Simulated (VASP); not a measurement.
Here is the system:

```
CELL_PARAMETERS angstrom
      0.00000     2.98940     2.98940
      2.98940     0.00000     2.98940
      2.98940     2.98940     0.00000
ATOMIC_POSITIONS crystal
  Li 0.25000 0.25000 0.25000
  Li 0.75000 0.75000 0.75000
  Se 0.00000 0.00000 0.00000
```

These are optB86b-vdW, VASP's PBE PAW potentials (set 64) (plane waves; VASP) values and carry that method's errors. Settings: 520 eV cut-off, 7×7×7 Γ-centred mesh, tetrahedra with Blöchl corrections, potentials Li_sv Se.

Question: Estimate the energy per atom (σ→0).

Answer: 
```json
{
 "energy per atom (σ→0)": "-2.628 eV/atom"
}
```

Total energies compare only between runs with the same potentials, cut-off and functional.

The compound is Li2Se in the antifluorite structure. It was relaxed first.
